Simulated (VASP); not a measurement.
Level of theory: PBEsol GGA, VASP's PBE PAW potentials (set 64) (plane waves; VASP 6.6.1).

VASP input:

### INCAR
```
ALGO  =  Normal
EDIFF  =  1E-6
EDIFFG  =  -0.01
ENCUT  =  520
GGA  =  PS
IBRION  =  2
ISIF  =  3
ISMEAR  =  0
LASPH  =  .TRUE.
LCHARG  =  .FALSE.
LMAXMIX  =  4
LREAL  =  .FALSE.
LWAVE  =  .FALSE.
NELM  =  100
NSW  =  60
PREC  =  Accurate
SIGMA  =  0.05
SYSTEM  =  SnO
```

### KPOINTS
```
kpoints
0
gamma
 9 9 9
```

**POSCAR**
```
SnO
1
    2.6650000000     0.0000000000     0.0000000000
    0.0000000000     2.6650000000     0.0000000000
    0.0000000000     0.0000000000     2.6650000000
Sn O
1 1
Direct
  0.0000000000   0.0000000000   0.0000000000
  0.5000000000   0.5000000000   0.5000000000
```

POTCAR, in this order: Sn_d O (PBE.64 set). Program: vasp_std.

The resulting files:

OUTCAR:
```
 ion  position               nearest neighbor table
   1  0.000  0.000  0.000-   2 2.31   2 2.31   2 2.31   2 2.31   2 2.31   2 2.31   2 2.31   2 2.31
  LATTYP: Found a simple cubic cell.
 ALAT       =     2.6650000000
 Subroutine PRICEL returns:
 Original cell was already a primitive cell.
 Subroutine GETGRP returns: Found 48 space group operations
The static configuration has the point symmetry O_h .
The dynamic configuration has the point symmetry O_h .
 Subroutine INISYM returns: Found 48 space group operations
 Subroutine IBZKPT returns following result:
 Found     35 irreducible k-points:

 Following reciprocal coordinates:
            Coordinates               Weight
  0.000000  0.000000  0.000000      1.000000
  0.111111  0.000000  0.000000      6.000000
  0.222222  0.000000  0.000000      6.000000
  0.333333  0.000000  0.000000      6.000000
  0.444444  0.000000  0.000000      6.000000
  0.111111  0.111111  0.000000     12.000000
  0.222222  0.111111  0.000000     24.000000
  0.333333  0.111111  0.000000     24.000000
  0.444444  0.111111  0.000000     24.000000
  0.222222  0.222222  0.000000     12.000000
  0.333333  0.222222  0.000000     24.000000
  0.444444  0.222222  0.000000     24.000000
  0.333333  0.333333  0.000000     12.000000
  0.444444  0.333333  0.000000     24.000000
  0.444444  0.444444  0.000000     12.000000
  0.111111  0.111111  0.111111      8.000000
  0.222222  0.111111  0.111111     24.000000
  0.333333  0.111111  0.111111     24.000000
  0.444444  0.111111  0.111111     24.000000
  0.222222  0.222222  0.111111     24.000000
  0.333333  0.222222  0.111111     48.000000
  0.444444  0.222222  0.111111     48.000000
  0.333333  0.333333  0.111111     24.000000
  0.444444  0.333333  0.111111     48.000000
  0.444444  0.444444  0.111111     24.000000
...
```

**OSZICAR**
```
       N       E                     dE             d eps       ncg     rms          rms(c)
DAV:   1     0.140583242195E+03    0.14058E+03   -0.10822E+04  1082   0.254E+03
DAV:   2     0.263403901091E+00   -0.14032E+03   -0.13532E+03  1094   0.453E+02
DAV:   3    -0.897271363545E+01   -0.92361E+01   -0.91759E+01  1166   0.107E+02
DAV:   4    -0.911891538623E+01   -0.14620E+00   -0.14618E+00  1136   0.133E+01
DAV:   5    -0.912187534680E+01   -0.29600E-02   -0.29599E-02  1198   0.191E+00    0.789E+00
DAV:   6    -0.777728154414E+01    0.13446E+01   -0.62249E+00  1346   0.423E+01    0.355E+00
DAV:   7    -0.775171287107E+01    0.25569E-01   -0.40662E-01  1010   0.652E+00    0.157E+00
DAV:   8    -0.773306903065E+01    0.18644E-01   -0.52651E-02  1100   0.223E+00    0.328E-01
DAV:   9    -0.773065789578E+01    0.24111E-02   -0.63270E-03  1482   0.140E+00    0.541E-02
DAV:  10    -0.773069578283E+01   -0.37887E-04   -0.54541E-04  1016   0.223E-01    0.304E-02
DAV:  11    -0.773069301133E+01    0.27715E-05   -0.16500E-05  1282   0.454E-02    0.115E-02
DAV:  12    -0.773069234296E+01    0.66838E-06   -0.12947E-06   720   0.946E-03
   1 F= -.77306923E+01 E0= -.77302675E+01  d E =-.773069E+01
       N       E                     dE             d eps       ncg     rms          rms(c)
DAV:   1    -0.162071120724E+03   -0.15434E+03   -0.62007E+03  1304   0.183E+03    0.892E+01
DAV:   2    -0.202164889266E+02    0.14185E+03   -0.58592E+02  1356   0.195E+02    0.204E+01
DAV:   3    -0.108804844554E+02    0.93360E+01   -0.34631E+01  1334   0.583E+01    0.138E+01
DAV:   4    -0.819221555494E+01    0.26883E+01   -0.15997E+01  1152   0.245E+01    0.786E+00
DAV:   5    -0.673472899250E+01    0.14575E+01   -0.70020E+00  1240   0.182E+01    0.170E+00
DAV:   6    -0.662267621610E+01    0.11205E+00   -0.40817E-01  1130   0.809E+00    0.743E-01
DAV:   7    -0.660639233983E+01    0.16284E-01   -0.81050E-02  1254   0.331E+00    0.367E-01
DAV:   8    -0.660513468120E+01    0.12577E-02   -0.42486E-03  1140   0.472E-01    0.190E-01
DAV:   9    -0.660393601983E+01    0.11987E-02   -0.20542E-03  1082   0.575E-01    0.137E-02
DAV:  10    -0.660393277213E+01    0.32477E-05   -0.23553E-05  1080   0.528E-02    0.701E-03
DAV:  11    -0.660393337925E+01   -0.60712E-06   -0.24403E-06  1072   0.139E-02
   2 F= -.66039334E+01 E0= -.66039334E+01  d E =0.112676E+01
       N       E                     dE             d eps       ncg     rms          rms(c)
DAV:   1    -0.735804948676E+02   -0.66977E+02   -0.90205E+02  1172   0.311E+02    0.553E+01
DAV:   2    -0.152782964256E+02    0.58302E+02   -0.21156E+02  1200   0.394E+02    0.145E+01
DAV:   3    -0.115504455860E+02    0.37279E+01   -0.17745E+01  1288   0.658E+01    0.816E+00
DAV:   4    -0.106665843252E+02    0.88386E+00   -0.27019E+00  1384   0.176E+01    0.344E+00
DAV:   5    -0.104907380017E+02    0.17585E+00   -0.53866E-01  1444   0.100E+01    0.739E-01
DAV:   6    -0.104838429936E+02    0.68950E-02   -0.58856E-02  1374   0.416E+00    0.214E-01
DAV:   7    -0.104851929862E+02   -0.13500E-02   -0.65617E-03  1088   0.114E+00    0.123E-01
DAV:   8    -0.104846468360E+02    0.54615E-03   -0.17160E-03  1178   0.816E-01    0.238E-02
DAV:   9    -0.104846520282E+02   -0.51922E-05   -0.17036E-04  1184   0.224E-01    0.145E-02
DAV:  10    -0.104846476446E+02    0.43836E-05   -0.22889E-05  1214   0.922E-02    0.350E-03
DAV:  11    -0.104846477939E+02   -0.14928E-06   -0.90015E-07   514   0.176E-02
   3 F= -.10484648E+02 E0= -.10484648E+02  d E =-.275396E+01
       N       E                     dE             d eps       ncg     rms          rms(c)
DAV:   1    -0.107939979191E+02   -0.30935E+00   -0.54067E+00  1178   0.403E+01    0.346E+00
DAV:   2    -0.105836637880E+02    0.21033E+00   -0.89745E-01  1052   0.114E+01    0.133E+00
DAV:   3    -0.105354077725E+02    0.48256E-01   -0.16241E-01  1410   0.614E+00    0.665E-01
DAV:   4    -0.105231410950E+02    0.12267E-01   -0.36074E-02  1308   0.350E+00    0.130E-01
DAV:   5    -0.105224510287E+02    0.69007E-03   -0.51580E-03  1278   0.893E-01    0.982E-02
DAV:   6    -0.105222368292E+02    0.21420E-03   -0.90415E-04  1388   0.277E-01    0.200E-02
DAV:   7    -0.105222373249E+02   -0.49568E-06   -0.36962E-05  1074   0.587E-02    0.320E-03
DAV:   8    -0.105222375867E+02   -0.26179E-06   -0.22110E-06   834   0.139E-02
   4 F= -.10522238E+02 E0= -.10522237E+02  d E =-.279155E+01
       N       E                     dE             d eps       ncg     rms          rms(c)
DAV:   1    -0.106018263316E+02   -0.79589E-01   -0.15181E+00  1178   0.221E+01    0.179E+00
DAV:   2    -0.105429905854E+02    0.58836E-01   -0.22805E-01  1070   0.595E+00    0.662E-01
DAV:   3    -0.105308073089E+02    0.12183E-01   -0.38975E-02  1416   0.316E+00    0.341E-01
DAV:   4    -0.105275552926E+02    0.32520E-02   -0.93135E-03  1318   0.176E+00    0.567E-02
DAV:   5    -0.105273649240E+02    0.19037E-03   -0.96844E-04  1176   0.417E-01    0.363E-02
DAV:   6    -0.105273346248E+02    0.30299E-04   -0.13247E-04  1430   0.118E-01    0.104E-02
DAV:   7    -0.105273349459E+02   -0.32110E-06   -0.60526E-06  1048   0.276E-02
   5 F= -.10527335E+02 E0= -.10527329E+02  d E =-.279664E+01
```

**OUTCAR**
```
------------------------ aborting loop because EDIFF is reached ----------------------------------------
  FORCE on cell =-STRESS in cart. coord.  units (eV):
  Direction    XX          YY          ZZ          XY          YZ          ZX
  --------------------------------------------------------------------------------------
  Total        0.0071746      0.0071746      0.0071746      0.0000000      0.0000000      0.0000000
  in kB        0.4061147      0.4061147      0.4061147      0.0000000      0.0000000      0.0000000
  external PRESSURE =       0.4061147 kB  Pullay stress =       0.0000000 kB
  volume of cell :       28.30
      direct lattice vectors                 reciprocal lattice vectors
     3.047567715  0.000000000  0.000000000     0.328130527 -0.000000000 -0.000000000
     0.000000000  3.047567715  0.000000000    -0.000000000  0.328130527  0.000000000
     0.000000000 -0.000000000  3.047567715    -0.000000000 -0.000000000  0.328130527
 POSITION                                       TOTAL-FORCE (eV/Angst)
 -----------------------------------------------------------------------------------
      0.00000      0.00000      0.00000        -0.000000      0.000000      0.000000
      1.52378      1.52378      1.52378         0.000000     -0.000000      0.000000
 -----------------------------------------------------------------------------------
    total drift:                                0.000000      0.000000      0.000000
  FREE ENERGIE OF THE ION-ELECTRON SYSTEM (eV)
  ---------------------------------------------------
  free  energy   TOTEN  =       -10.5273349459 eV

  energy  without entropy=      -10.5273230195  energy(sigma->0) =      -10.52732898

 reached required accuracy - stopping structural energy minimisation
```
(Selected blocks of OUTCAR.)

### CONTCAR
```
SnO
   1.00000000000000
     3.0475677150145422    0.0000000000000000    0.0000000000000000
     0.0000000000000000    3.0475677150145422    0.0000000000000000
     0.0000000000000000   -0.0000000000000000    3.0475677150145422
  Sn              O
     1     1
Direct
     0.0000000000000000    0.0000000000000000    0.0000000000000000
     0.5000000000000000    0.5000000000000000    0.5000000000000000
```

Energy and stress use the plane-wave basis of the starting cell.

The structure was generated: SnO was put into the CsCl type type (Pm-3m), which need not be its known phase. This run relaxes it. Symmetry was kept, so distortions that lower it aren't found.
